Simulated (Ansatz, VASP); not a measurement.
# Ru: VASP beside Ansatz, part 2 of 2

One calculation is typed for both programs; each brings its own data sets. How far apart do they land? The structure shown is the end of the Ansatz relaxation below.

VASP 6.6.1 and Ansatz 0.2.0.

So far. Step 3 (VASP: single point, PBEsol, pair 1): The run ends at a pressure of 4.98 GPa.

### 6. VASP: single point, PBEsol, pair 2 (continued)

Level of this step: PBEsol; plane waves and PAW (Ru_pv) (VASP).

Numbers of over 12 decimals in the logs are rounded to 6 here.

OUTCAR, selected parts (step 6):

```text
  Total       -0.6808472     -0.6808472     -0.6814291      0.0000000      0.0000000      0.0000000
  in kB      -40.4668368    -40.4668368    -40.5014265      0.0000000      0.0000000      0.0000000
  external PRESSURE =     -40.4783667 kB  Pullay stress =       0.0000000 kB

 POSITION                                       TOTAL-FORCE (eV/Angst)
 -----------------------------------------------------------------------------------
      0.00000      1.55931      3.20039        -0.000000      0.000000      0.000000
      1.35041      0.77966      1.06680         0.000000     -0.000000     -0.000000
 -----------------------------------------------------------------------------------
    total drift:                               -0.000000     -0.000000      0.000000

  FREE ENERGIE OF THE ION-ELECTRON SYSTEM (eV)
  ---------------------------------------------------
  free  energy   TOTEN  =       -20.3438121809 eV

  energy  without entropy=      -20.3295366816  energy(sigma->0) =      -20.33667443

[... 1 part as in an earlier step ...]

[... 2 further parts left out ...]
[key lines of the parts left out:]
E-fermi :  12.8295
```

The run ends at a pressure of -4.05 GPa.

### 7. Differences

What differs besides the data sets and the points named for the pairs above, as far as they apply: the data sets hold 32 valence electrons in Ansatz (on its PAW soft_1 files) and 28 in VASP. Total energies have different zeros and are not compared.

Compared:

```csv
quantity,Ansatz,VASP,difference
pressure (GPa),-4.00,-4.05,+0.05
```

### 8. Ansatz: relaxation, PBEsol

This run makes the geometry at which the two programs are then compared. The cell compared in this pair holds 25.61 Å³, against 26.96 Å³ for the pair before.

The structure compared here is the end of the Ansatz relaxation.

input.yaml

```yaml
crystal:
  lattice:
    - [2.6896721805, 0.0, 0.0]
    - [-1.3448360903, 2.3293244362, 0.0]
    - [0.0, 0.0, 4.2518975068]
  atoms:
    - { symbol: Ru, position: [0.3333333333, 0.6666666667, 0.75] }
    - { symbol: Ru, position: [0.6666666667, 0.3333333333, 0.25] }
kpoints:
  mp_grid: { grid: [18, 18, 10] }
scf:
  occupations: { method: fermi_dirac, width: 0.05 }
hamiltonian:
  xc: pbesol
  pseudopotentials: { kind: paw, azcp: { folder: soft_1 }, xc_functional: pbe }
basis:
  ecutwfc: 600
output:
  forces: true
  stress: true
relax:
  f_tol: 0.005
  max_steps: 70
  cell: { stress_tol: 0.02, p_target: 15 }
```

On the command line:

```console
ansatz run input.yaml --threads 3 --pin off --max-ram 5120MiB --backend cpu --events-out ev --progress --plain --runs-dir out
```

Output:

```text
[...]
Crystal: 2 atoms, lattice volume = 26.639 Å³
Basis set: ecut = 600 eV, 881 PW (Γ), exchange–correlation on 48×48×72 points (8 copies of the dense FFT grid, shifted against one another)
Bands: 20, of which v1, the nominal top of the filled ones, is band 16 counted from 1 (15 counted from 0)
Symmetry: 24 space group operations
[...]
k-points: 222 of 3240
[...]
P = ⅓ Tr σ = 14.9996 GPa (149.996 kbar)
--- Relaxed structure (5 steps of the walk, 4 accepted, 1 SCFs on fresh bases) ---
[...]
cell:  # Å, volume = 25.6109 Å³
    - [2.653143, 2.847543939358787e-11, 1.2694661901114789e-18]
    - [-1.326572, 2.297689, -6.347330950675422e-19]
    - [2.0068022295781276e-18, 0, 4.201190]
  atoms:
    - { symbol: Ru, position: [0.333333, 0.666667, 0.750000] }
    - { symbol: Ru, position: [0.666667, 0.333333, 0.25] }
[key lines of the parts left out:]
SCF converged after 9 iterations
Free energy (F): -11633.060144 eV
Fermi energy:    24.894396 eV
```

### 9. VASP: single point, PBEsol, pair 3

The same cell, functional, mesh and smearing now go to VASP, with its own data sets.

INCAR

```
SYSTEM = Ru
PREC = Accurate
ENCUT = 500
EDIFF = 1E-06
NELM = 120
ISMEAR = -1
SIGMA = 0.05
LREAL = .FALSE.
ALGO = Normal
GGA = PS
NBANDS = 20
LASPH = .TRUE.
LORBIT = 11
LWAVE = .FALSE.
LCHARG = .FALSE.
ISIF = 2
GGA_COMPAT = .FALSE.
KPAR = 2
```

POSCAR

```
Ru
1.0
    2.6531430390      0.0000000000      0.0000000000
   -1.3265715195      2.2976892717      0.0000000000
    0.0000000000      0.0000000000      4.2011896338
Ru
2
Direct
    0.3333333334      0.6666666668      0.7500000000
    0.6666666668      0.3333333334      0.2500000000
```

KPOINTS

```
Automatic mesh
0
Gamma
18 18 10
0 0 0
```

The projector-augmented-wave data sets are Ru_pv (PBE family, release 64).

On the command line:

```console
mpirun -np 2 vasp_std
```

Output:

```text
[... set-up lines as in an earlier step ...]
 entering main loop
       N       E                     dE             d eps       ncg     rms          rms(c)
DAV:   1     0.279622260184E+03    0.27962E+03   -0.17218E+04  8920   0.153E+03
DAV:   2    -0.159365582810E+02   -0.29556E+03   -0.28734E+03  9100   0.457E+02
DAV:   3    -0.217840896088E+02   -0.58475E+01   -0.58041E+01 10172   0.715E+01
DAV:   4    -0.218291836138E+02   -0.45094E-01   -0.45041E-01 11456   0.596E+00
[...]
DAV:   9    -0.203007695410E+02    0.12837E-02   -0.19348E-03 10092   0.495E-01    0.404E-02
DAV:  10    -0.203007616189E+02    0.79221E-05   -0.16172E-04  9988   0.131E-01    0.276E-02
DAV:  11    -0.203007615192E+02    0.99672E-07   -0.64624E-06 10112   0.249E-02
   1 F= -.20300762E+02 E0= -.20294175E+02  d E =-.131734E-01
```

Parts of OUTCAR (step 9):

```text
  Total        2.4136347      2.4136347      2.4147609      0.0000000      0.0000000      0.0000000
  in kB      150.9933708    150.9933708    151.0638227      0.0000000      0.0000000      0.0000000
  external PRESSURE =     151.0168548 kB  Pullay stress =       0.0000000 kB

 POSITION                                       TOTAL-FORCE (eV/Angst)
 -----------------------------------------------------------------------------------
      0.00000      1.53179      3.15089        -0.000000     -0.000000      0.000000
      1.32657      0.76590      1.05030         0.000000      0.000000     -0.000000
 -----------------------------------------------------------------------------------
    total drift:                               -0.000000     -0.000000      0.000000

  FREE ENERGIE OF THE ION-ELECTRON SYSTEM (eV)
  ---------------------------------------------------
  free  energy   TOTEN  =       -20.3007615192 eV

  energy  without entropy=      -20.2875880918  energy(sigma->0) =      -20.29417481

[... 1 part as in an earlier step ...]

[... 2 further parts left out ...]
[key lines of the parts left out:]
E-fermi :  13.7941
```

The run ends at a pressure of 15.10 GPa.

### 10. Side by side

What differs besides the data sets and the points named for the pairs above, as far as they apply: the data sets hold 32 valence electrons in Ansatz (on its PAW soft_1 files) and 28 in VASP. Total energies have different zeros and are not compared.

Compared:

```csv
quantity,Ansatz,VASP,difference
pressure (GPa),15.00,15.10,-0.10
```

### 11. Outcome

```
difference in pressure (single point, PBEsol, pair 1) : 0.019 GPa
difference in pressure (single point, PBEsol, pair 2) : 0.050 GPa
difference in pressure (single point, PBEsol, pair 3) : -0.10 GPa
```

The difference in pressure is -0.10 GPa (single point, PBEsol, pair 3), within the 1 GPa picked in this series as the mark of a large difference. The data sets hold unlike numbers of valence electrons (32 in Ansatz and 28 in VASP), so part of the differences comes from the potentials. 3 further runs of this series are not shown here. Such differences can come from data sets, numerical settings and the points named under the comparisons, not from the functional's error against experiment.

[Lines on the potential files, build, host, timing and source positions are cut from VASP's logs without a mark.]

[Logs are printed without paths, hosts, clocks, repeated set-up lines and the standing remarks that a program may print on its own settings, such as how far it seeks lower states.]

[Hosts, paths, dates, database ids (printed as entryN), source tags and the programs' standing remarks are cut or masked in the printed files.]
